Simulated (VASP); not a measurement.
All values below come from vdW-DF2, VASP's PBE PAW potentials (set 64) (plane waves; VASP).

A VASP calculation is set up with these files.

**POSCAR**
```
TiO2
1
   -1.9256908715     1.9256908715     4.9072146842
    1.9256908715    -1.9256908715     4.9072146842
    1.9256908715     1.9256908715    -4.9072146842
Ti O
2 4
Direct
  0.7500000000   0.2500000000   0.5000000000
  0.0000000000   0.0000000000   0.0000000000
  0.5429315305   0.0429315305   0.5000000000
  0.7929315305   0.7929315305   0.0000000000
  0.2070684695   0.2070684695   0.0000000000
  0.9570684695   0.4570684695   0.5000000000
```

File KPOINTS:
```
Automatic
0
gamma
  9 9 9
0 0 0
```

**INCAR**
```
LREAL  =  F   # projection in real space or not
LCHARG  =  T
GGA  =  ML
AGGAC  =  0.0
LWAVE  =  F
LMAXMIX  =  4   # l cut-off of mixed one-centre charges
ISMEAR  =  -5
ZAB_VDW  =  -1.8867
NELM  =  100   # most electronic steps
NEDOS  =  601   # DOS grid
LASPH  =  T   # aspherical one-centre terms
EDIFF  =  1E-7
ALGO  =  Normal
LEFG  =  T
SYSTEM  =  TiO2
LUSE_VDW  =  T
LORBIT  =  11   # lm-projected
PREC  =  Accurate
ISIF  =  2
ENCUT  =  520
```

POTCAR, in this order: Ti_sv O (PBE.64 set). Program: vasp_std.

The resulting files:

OSZICAR:
```
       N       E                     dE             d eps       ncg     rms          rms(c)
DAV:   1     0.699114301721E+03    0.69911E+03   -0.25252E+04  4200   0.197E+03
DAV:   2     0.531656507426E+02   -0.64595E+03   -0.62605E+03  4880   0.572E+02
DAV:   3    -0.567866187416E+02   -0.10995E+03   -0.10868E+03  6212   0.215E+02
DAV:   4    -0.619354117860E+02   -0.51488E+01   -0.51444E+01  6040   0.490E+01
DAV:   5    -0.621575157722E+02   -0.22210E+00   -0.22206E+00  5820   0.777E+00    0.320E+01
DAV:   6    -0.426097412658E+02    0.19548E+02   -0.15622E+02  5492   0.107E+02    0.141E+01
DAV:   7    -0.416509643671E+02    0.95878E+00   -0.29663E+01  5540   0.416E+01    0.786E+00
DAV:   8    -0.412286563176E+02    0.42231E+00   -0.26458E+00  5592   0.142E+01    0.331E+00
DAV:   9    -0.412681230862E+02   -0.39467E-01   -0.56619E-01  6328   0.505E+00    0.183E+00
DAV:  10    -0.412611732666E+02    0.69498E-02   -0.48537E-01  5840   0.609E+00    0.908E-01
DAV:  11    -0.412484434804E+02    0.12730E-01   -0.73529E-02  5644   0.209E+00    0.735E-02
DAV:  12    -0.412485923099E+02   -0.14883E-03   -0.16353E-03  5368   0.312E-01    0.301E-02
DAV:  13    -0.412485673850E+02    0.24925E-04   -0.13338E-04  6332   0.104E-01    0.119E-02
DAV:  14    -0.412485639894E+02    0.33956E-05   -0.27904E-05  5932   0.371E-02    0.576E-03
DAV:  15    -0.412485632413E+02    0.74805E-06   -0.42754E-06  5052   0.132E-02    0.205E-03
DAV:  16    -0.412485631953E+02    0.46032E-07   -0.90416E-07  5028   0.800E-03
   1 F= -.41248563E+02 E0= -.41248563E+02  d E =0.000000E+00
```

File OUTCAR:
```
------------------------ aborting loop because EDIFF is reached ----------------------------------------
  FORCE on cell =-STRESS in cart. coord.  units (eV):
  Direction    XX          YY          ZZ          XY          YZ          ZX
  --------------------------------------------------------------------------------------
  Total        0.0672251      0.0672251      0.0649485      0.0000000     -0.0000000      0.0000000
  in kB        1.4797015      1.4797015      1.4295896      0.0000000     -0.0000000      0.0000000
  external PRESSURE =       1.4629975 kB  Pullay stress =       0.0000000 kB
  volume of cell :       72.79
      direct lattice vectors                 reciprocal lattice vectors
    -1.925690872  1.925690872  4.907214684     0.000000000  0.259647074  0.101890794
     1.925690872 -1.925690872  4.907214684     0.259647074  0.000000000  0.101890794
     1.925690872  1.925690872 -4.907214684     0.259647074  0.259647074  0.000000000
 POSITION                                       TOTAL-FORCE (eV/Angst)
 -----------------------------------------------------------------------------------
      0.00000      1.92569      2.45361        -0.000000     -0.000000     -0.000000
      0.00000      0.00000      0.00000        -0.000000     -0.000000     -0.000000
      0.00000      1.92569      0.42135        -0.000000      0.000000      0.019789
      0.00000      0.00000      7.78217         0.000000     -0.000000      0.019789
      0.00000      0.00000      2.03226         0.000000     -0.000000     -0.019789
      0.00000      1.92569      4.48587        -0.000000      0.000000     -0.019789
 -----------------------------------------------------------------------------------
    total drift:                               -0.000000     -0.000000      0.000000
  FREE ENERGIE OF THE ION-ELECTRON SYSTEM (eV)
  ---------------------------------------------------
  free  energy   TOTEN  =       -41.2485631953 eV

  energy  without entropy=      -41.2485631953  energy(sigma->0) =      -41.24856320

 total charge

# of ion       s       p       d       tot
------------------------------------------
    1        2.203   6.249   1.672  10.124
    2        2.203   6.249   1.672  10.124
    3        1.568   3.494   0.000   5.062
    4        1.568   3.494   0.000   5.062
    5        1.568   3.494   0.000   5.062
    6        1.568   3.494   0.000   5.062
--------------------------------------------------
tot         10.678  26.473   3.345  40.496

 Electric field gradients after diagonalization (V/A^2)
 (convention: |V_zz| > |V_xx| > |V_yy|)
----------------------------------------------------------------------
 ion       V_xx      V_yy      V_zz     asymmetry (V_yy - V_xx)/ V_zz
----------------------------------------------------------------------
   1      -6.842    -6.838    13.680       0.000
   2      -6.842    -6.838    13.680       0.000
   3     -10.579    -4.735    15.314       0.382
   4     -10.579    -4.735    15.314       0.382
   5     -10.579    -4.735    15.314       0.382
   6     -10.579    -4.735    15.314       0.382
```
(Selected blocks of OUTCAR.)

The compound is TiO2 in the anatase structure, one of several forms; rutile is the usual stable one. It was relaxed first, which changed the volume by +7 %.
